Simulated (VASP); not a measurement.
Given:

```yaml
crystal:
  lattice:
    - [0.00000, 2.87907, 2.87907]
    - [2.87907, 0.00000, 2.87907]
    - [2.87907, 2.87907, 0.00000]
  atoms:
    - { symbol: Ge, position: [0.00000, 0.00000, 0.00000] }
    - { symbol: Ge, position: [0.25000, 0.25000, 0.25000] }
```

Level of theory: PW91 GGA, VASP's PBE PAW potentials (set 64) (plane waves; VASP 6.6.1). Run with 520 eV cut-off, 12×12×12 Γ-centred mesh, tetrahedra with Blöchl corrections, potentials Ge_d.

Question: Estimate the energy per atom (σ→0), band gap (on the k-mesh) with the smallest direct gap where there is one.

Answer: 
| Property | Result |
|---|---|
| band gap (on the k-mesh) | none (metal, semimetal or under 0.01 eV) |
| energy per atom (σ→0) | -4.541 eV/atom |

Only differences to runs with the same potentials and settings are physical.

The compound is Ge in the diamond structure. It was relaxed first, which changed the volume by +5 %.
